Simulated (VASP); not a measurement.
Write the native input for VASP 6.6.1 that does the following.

- Task: relaxation of cell and atoms
- Functional: LDA
- Potentials or basis: VASP PAW LDA potentials, release 64 (Hf_pv, Ru_pv)
- Cutoff: 600 eV
- k mesh: 14 × 14 × 14
- Occupations: gaussian, width 0.1 eV
- Spin: no spin polarisation
- Dipole correction: no
- Further INCAR settings: ALGO = Normal; EDIFF = 1e-07; IBRION = 2; EDIFFG = -0.005; NSW = 70; ISIF = 3

The structure of HfRu lies in POSCAR:

```
HfRu
1.0
    3.2481236017      0.0000000000      0.0000000000
    0.0000000000      3.2481236017      0.0000000000
    0.0000000000      0.0000000000      3.2481236017
Hf Ru
1 1
Direct
    0.0000000000      0.0000000000      0.0000000000
    0.5000000000      0.5000000000      0.5000000000
```

One way to write it, as run:

INCAR

```
SYSTEM = HfRu
PREC = Accurate
ENCUT = 600
EDIFF = 1E-7
ISMEAR = 0
SIGMA = 0.1
LREAL = .False.
LASPH = .True.
NELM = 100
ALGO = Normal
ISIF = 3
LWAVE = .False.
LCHARG = .False.
GGA = CA
IBRION = 2
NSW = 70
EDIFFG = -0.005
```

KPOINTS

```
regular mesh
0
Gamma
  14 14 14
  0 0 0
```

Potentials or basis: VASP PAW LDA potentials, release 64 (Hf_pv, Ru_pv).

Launch:

```sh
$ cat potpaw_LDA.64/Hf_pv/POTCAR potpaw_LDA.64/Ru_pv/POTCAR > POTCAR
$ mpirun -np 1 vasp_std > vasp.out
```

It gave:

```
Relaxed volume                         : 16.08 Å³/atom
Relaxed cell                           : a = 3.180 Å, b = 3.180 Å, c = 3.180 Å, α = 90.00°, β = 90.00°, γ = 90.00°
Space group after relaxing (to 0.05 Å) : Pm-3m (No. 221)
Energy gained by relaxing              : 43.7 meV/atom
Ionic steps                            : 7
Pressure after relaxing                : 0.0 GPa
Band gap on the k mesh                 : none (metal or under the smearing width)
```

Run time: 3.1 min on 1 thread of AMD EPYC 9R45 96-Core Processor (Zen 5), on a shared host, peak memory 0.19 GiB.
